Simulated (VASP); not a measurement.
Calculation: PBEsol GGA, VASP's PBE PAW potentials (set 64) (plane waves; VASP 6.6.1).

VASP input:

**INCAR**
```
SYSTEM  =  Pm
PREC  =  Accurate; ENCUT  =  400; LREAL  =  .False.
LASPH  =  .True.
EDIFF  =  1E-7; NELM  =  100; ALGO  =  Normal
LMAXMIX  =  6
ISMEAR  =  -5
GGA  =  PS
ISIF  =  2
LWAVE  =  .False.; LCHARG  =  .True.; LORBIT  =  11
NEDOS  =  601
```

File KPOINTS:
```
Regular mesh
0
G
 14 14 14
```

File POSCAR:
```
Pm
1.0
  0.0000000000   2.5314295988   2.5314295988
  2.5314295988   0.0000000000   2.5314295988
  2.5314295988   2.5314295988   0.0000000000
Pm
1
Cartesian
  2.5314295988   2.5314295988   0.0000000000
```

POTCAR, in this order: Pm_3 (PBE.64 set). Program: vasp_std.

**Question.** What will the output report for the number of irreducible k-points (NKPTS), number of bands (NBANDS), largest plane-wave count, number of space-group operations, FFT grid (NGX, NGY, NGZ)?

**Answer.** 
| Quantity | Result |
|---|---|
| number of irreducible k-points (NKPTS) | 104 |
| number of bands (NBANDS) | 9 |
| largest plane-wave count | 609 |
| number of space-group operations | 48 |
| FFT grid (NGX, NGY, NGZ) | 24 × 24 × 24 |

The structure was generated: Pm was put into the fcc type (Fm-3m), which need not be its known phase. It was relaxed first. The 4f electrons are frozen in the core of the lanthanide potential, so 4f levels, which can set the real gap, and their magnetism are missing.
